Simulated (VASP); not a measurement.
Consider the following.

```xyz
3
Lattice="-1.6421 1.6342 3.9843 1.6421 -1.6342 3.9843 1.6421 1.6342 -3.9843" Properties=species:S:1:pos:R:3 pbc="T T T"
Si     0.0000     0.0000     5.2991
Si     0.0000     0.0000     2.6695
Mo     0.0294     0.0000     0.0000
```

All values below come from PBE GGA + U (Dudarev), VASP's PBE PAW potentials (set 64) (plane waves; VASP). Run with 400 eV cut-off, 12×12×12 Γ-centred mesh, first-order Methfessel-Paxton smearing of 0.10 eV, potentials Si Mo_sv, U − J: Mo 5.00 eV.

Give the force on each atom (eV/Å).

```tsv
atom	Fx	Fy	Fz
Si1	0.109	0.000	-0.291
Si2	0.109	0.000	0.291
Mo3	-0.219	0.000	0.000
```

Give the stress tensor in GPa (positive for a compressed cell).

```
-6.95   0.00   0.00
 0.00  -5.75   0.00
 0.00   0.00  -5.80
```
The pressure is its mean diagonal, -6.17 GPa.

The compound is MoSi2 in the MoSi2 type structure. The cell was not relaxed at this level. The run is one of a series of settings (LDAU = .TRUE., LDAUJ = 0 0, LDAUL = -1 2, LDAUTYPE = 2, LDAUU = 0 5.0 against the base run), some of them coarse on purpose.
